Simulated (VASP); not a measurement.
Energy against volume of Ru (hcp). Calculation: LDA (Ceperley-Alder, Perdew-Zunger), VASP's LDA PAW potentials (set 64) (plane waves; VASP). Run with 520 eV cut-off, 16×16×9 Γ-centred mesh, first-order Methfessel-Paxton smearing of 0.10 eV, potentials Ru_pv.

Shape and ions are relaxed at each volume.

```json
[
 {"V (Å³/atom)": "12.734", "E (eV/atom)": "-10.68316"},
 {"V (Å³/atom)": "13.127", "E (eV/atom)": "-10.69730"},
 {"V (Å³/atom)": "13.521", "E (eV/atom)": "-10.68437"},
 {"V (Å³/atom)": "13.915", "E (eV/atom)": "-10.64869"}
]
```

**Question.** Fit these four points and predict the energy of the run at 12.340 Å³/atom.

**Answer.** A cubic in V^(−2/3), the third-order Birch-Murnaghan form, passes through the four points with V0 = 13.12 Å³/atom and B0 = 367 GPa, and gives -10.6366 eV/atom there. The run gave -10.6368 eV/atom, -0.1 meV/atom from the fit; all five points give B0 = 367 GPa.

The compound is Ru in the hcp structure. It was relaxed first.
